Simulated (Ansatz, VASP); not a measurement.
# Cross-check of CmSi2 between VASP and Ansatz, part 2 of 2

Aim: how closely do two programs agree when they are given the same cell, functional and k mesh?

VASP 6.6.1 and Ansatz 0.2.0.

So far. Step 2 (Ansatz: single point, PBE): The run ends at a pressure of 6.76 GPa, with forces up to 0.073 eV/Å.

In doubt: an open 5f shell, unless half filled, can sit in one of many states, so energies may not be the lowest and differences between runs may mislead.

## 3. VASP: single point, PBE (continued)

Level of this step: PBE, spin-polarised from a ferromagnetic start; plane waves and PAW (Cm, Si) (VASP).

Numbers of over 12 decimals in the logs are rounded to 6 here.

OUTCAR, selected parts (step 3):

```text
ion  position               nearest neighbor table
   1  0.750  0.250  0.500-   4 3.02   4 3.02   4 3.02   5 3.02   4 3.02   5 3.02   5 3.02   5 3.02
                             3 3.03   3 3.03   6 3.03   6 3.03
   2  0.000  0.000  0.000-   3 3.02   3 3.02   3 3.02   6 3.02   3 3.02   6 3.02   6 3.02   6 3.02
                             4 3.03   5 3.03   4 3.03   5 3.03
   3  0.583  0.583  0.000-   6 2.28   5 2.29   5 2.29   2 3.02   2 3.02   2 3.02   2 3.02   1 3.03
                             1 3.03
   4  0.333  0.833  0.500-   5 2.28   6 2.29   6 2.29   1 3.02   1 3.02   1 3.02   1 3.02   2 3.03
                             2 3.03
   5  0.167  0.667  0.500-   4 2.28   3 2.29   3 2.29   1 3.02   1 3.02   1 3.02   1 3.02   2 3.03
                             2 3.03
   6  0.417  0.417  0.000-   3 2.28   4 2.29   4 2.29   2 3.02   2 3.02   2 3.02   2 3.02   1 3.03
                             1 3.03

  LATTYP: Found a body centered tetragonal cell.
 ALAT       =     3.9630000000
 C/A-ratio  =     3.4620237194

 Subroutine GETGRP returns: Found 16 space group operations
 (whereof  8 operations were pure point group operations)

The static configuration has the point symmetry D_2d.
 The point group associated with its full space group is D_4h.

 Found     75 irreducible k-points:

   k-points           NKPTS =     75   k-points in BZ     NKDIM =     75   number of bands    NBANDS=     35

   dimension x,y,z NGX =    48 NGY =   48 NGZ =   48
   dimension x,y,z NGXF=    96 NGYF=   96 NGZF=   96

   ENCUT  =  400.0 eV  29.40 Ry    5.42 a.u.  12.08 12.08 12.08*2*pi/ulx,y,z

   NELECT =      52.0000    total number of electrons

 k-points in reciprocal lattice and weights: Automatic mesh
   0.00000000  0.00000000  0.00000000       0.001
   0.11111111  0.00000000 -0.00000000       0.011
   0.22222222  0.00000000  0.00000000       0.011
   0.33333333  0.00000000  0.00000000       0.011
   0.44444444  0.00000000  0.00000000       0.011
   0.11111111  0.11111111 -0.00000000       0.011
   0.22222222  0.11111111 -0.00000000       0.022
   0.33333333  0.11111111  0.00000000       0.022
   0.44444444  0.11111111 -0.00000000       0.022
[...]
-0.44444444  0.44444444  0.44444444       0.005
  -0.44444444 -0.44444444  0.44444444       0.003

 average (electrostatic) potential at core
       1 -83.3928       2 -83.3928       3 -78.7019       4 -78.7019       5 -78.7019
       6 -78.7019

 E-fermi :  10.9835

 spin component 1
 k-point     1 :       0.0000    0.0000    0.0000
  band No.  band energies     occupation
    ...
     28       8.9661      1.00000
     29       8.9661      1.00000
     30       9.4124      1.00000
     31       9.4124      1.00000
     32       9.6330      1.00000
     33      10.9947      0.44423
     34      11.8241      0.00000
     35      12.1877      0.00000

 k-point     2 :       0.1111    0.0000   -0.0000
  band No.  band energies     occupation
    ...
     28       8.9425      1.00000
     29       9.0603      1.00000
     30       9.2368      1.00000
     31       9.4200      1.00000
     32       9.8902      1.00000
     33      11.4365      0.00012
     34      11.7082      0.00000
     35      12.0229      0.00000

 k-point     3 :       0.2222    0.0000    0.0000
  band No.  band energies     occupation
    ...
     28       8.8803      1.00000
     29       8.9295      1.00000
     30       9.3646      1.00000
     31       9.4087      1.00000
     32      10.1423      1.00000
     33      11.1758      0.02092
     34      11.3513      0.00064
     35      12.1408      0.00000

 k-point     4 :       0.3333    0.0000    0.0000
  band No.  band energies     occupation
    ...
     29       8.9139      1.00000
     30       9.2196      1.00000
     31       9.4722      1.00000
     32      10.0464      1.00000
     33      10.8960      0.85177
     34      11.1010      0.08694
     35      12.4480      0.00000

 k-point     5 :       0.4444    0.0000    0.0000
  band No.  band energies     occupation
    ...
     29       8.7324      1.00000
     30       9.0108      1.00000
     31       9.6757      1.00000
     32       9.8707      1.00000
     33      10.8747      0.89805
     34      11.1048      0.08122
     35      11.7470      0.00000

 k-point     6 :       0.1111    0.1111   -0.0000
  band No.  band energies     occupation
    ...
     28       8.8341      1.00000
     29       9.0256      1.00000
     30       9.0617      1.00000
     31       9.7534      1.00000
     32      10.1551      1.00000
     33      11.3546      0.00060
     34      11.5199      0.00002
     35      11.8520      0.00000

  Total        3.6699588      3.6699588      5.0295800      0.0000000      0.0000000      0.0000000
  in kB       54.5757252     54.5757252     74.7945659      0.0000000      0.0000000      0.0000000
  external PRESSURE =      61.3153387 kB  Pullay stress =       0.0000000 kB

  energy-cutoff  :      400.00
  volume of cell :      107.74
      direct lattice vectors                 reciprocal lattice vectors
    -1.981500000  1.981500000  6.860000000     0.000000000  0.252334090  0.072886297
     1.981500000 -1.981500000  6.860000000     0.252334090  0.000000000  0.072886297
     1.981500000  1.981500000 -6.860000000     0.252334090  0.252334090  0.000000000

 POSITION                                       TOTAL-FORCE (eV/Angst)
 -----------------------------------------------------------------------------------
      0.00000      1.98150      3.43000        -0.000000     -0.000000     -0.000000
      0.00000      0.00000      0.00000        -0.000000     -0.000000     -0.000000
      0.00000      0.00000      7.99876         0.000000      0.000000      0.075878
      1.98150      0.00000      4.56876         0.000000      0.000000      0.075878
      1.98150      0.00000      2.29124         0.000000      0.000000     -0.075878
      0.00000      0.00000      5.72124        -0.000000     -0.000000     -0.075878
 -----------------------------------------------------------------------------------
    total drift:                                0.000000     -0.000000      0.000000

  FREE ENERGIE OF THE ION-ELECTRON SYSTEM (eV)
  ---------------------------------------------------
  free  energy   TOTEN  =       -60.0821255130 eV

  energy  without entropy=      -60.0514768456  energy(sigma->0) =      -60.06680118

 total charge
# of ion       s       p       d       f       tot
--------------------------------------------------
    1        2.143   6.258   0.916   7.046  16.362
    2        2.143   6.258   0.916   7.046  16.362
    3        0.743   0.972   0.000   0.000   1.715
    4        0.743   0.972   0.000   0.000   1.715
    5        0.743   0.972   0.000   0.000   1.715
    6        0.743   0.972   0.000   0.000   1.715
--------------------------------------------------
tot          7.258  16.402   1.832  14.092  39.583

 magnetization (x)
# of ion       s       p       d       f       tot
--------------------------------------------------
    1        0.011  -0.097   0.107   6.355   6.376
    2        0.011  -0.097   0.107   6.355   6.376
    3       -0.029  -0.044   0.000   0.000  -0.073
    4       -0.029  -0.044   0.000   0.000  -0.073
    5       -0.029  -0.044   0.000   0.000  -0.073
    6       -0.029  -0.044   0.000   0.000  -0.073
--------------------------------------------------
tot         -0.096  -0.369   0.214  12.709  12.459

[... 6 further parts left out ...]
```

The magnetic state follows from one typed start and may not be the lowest. Without U or exact exchange the f electrons of Cm come out too delocalised, which can shrink the cell and pin f bands at the Fermi level. LASPH is off, so gradient terms of the non-spherical density inside the spheres are left out; for open d or f shells this can shift gaps and moments. At this level the cell is under a pressure of 6.1 GPa, so at these settings it is away from equilibrium.

## 4. Side by side

Known differences besides the PAW data sets themselves: the cutoff is 420 eV in Ansatz and 400 eV in VASP; VASP leaves aspherical gradient terms in its spheres out (LASPH is not set), Ansatz keeps them; site moments are counted in spheres of each program's own size. Total energies have different zeros and are not compared.

The two programs side by side:

```csv
quantity,Ansatz,VASP,difference
pressure (GPa),6.76,6.13,+0.63
total moment (μB),12.50,12.57,-0.07
moment on Cm1 (μB),6.37,6.38,-0.01
moment on Cm2 (μB),6.37,6.38,-0.01
moment on Si3 (μB),-0.07,-0.07,0.00
moment on Si4 (μB),-0.07,-0.07,0.00
moment on Si5 (μB),-0.07,-0.07,0.00
moment on Si6 (μB),-0.07,-0.07,0.00
```

Forces (eV/Å; atoms numbered as in POSCAR):

```csv
atom,"Ansatz x, y, z","VASP x, y, z"
Cm1,"0.000, 0.000, 0.000","0.000, 0.000, 0.000"
Cm2,"0.000, 0.000, 0.000","0.000, 0.000, 0.000"
Si3,"0.000, 0.000, 0.073","0.000, 0.000, 0.076"
Si4,"0.000, 0.000, 0.073","0.000, 0.000, 0.076"
Si5,"0.000, 0.000, -0.073","0.000, 0.000, -0.076"
Si6,"0.000, 0.000, -0.073","0.000, 0.000, -0.076"
```

The forces differ by 1.4 meV/Å r.m.s., which is 4.0 % of the r.m.s. force of 0.04 eV/Å (both taken over all components). Ansatz's pressure holds a Pulay correction of 0.08 GPa; VASP's holds none.

## 5. What came out

```
r.m.s. force difference (single point, PBE) : 1.4 meV/Å
difference in pressure (single point, PBE)  : 0.63 GPa
```

The difference in pressure is 0.63 GPa (single point, PBE), within the 1 GPa picked in this series as the mark of a large difference. Differences of this kind measure data sets and numerical settings, not the functional's error against experiment.

[Lines on the potential files, build, host, timing and source positions are cut from VASP's logs without a mark.]

[Logs are printed without paths, hosts, clocks, repeated set-up lines and the standing remarks that a program may print on its own settings, such as how far it seeks lower states.]

[Hosts, paths, dates, database ids (printed as entryN), source tags and the programs' standing remarks are cut or masked in the printed files.]
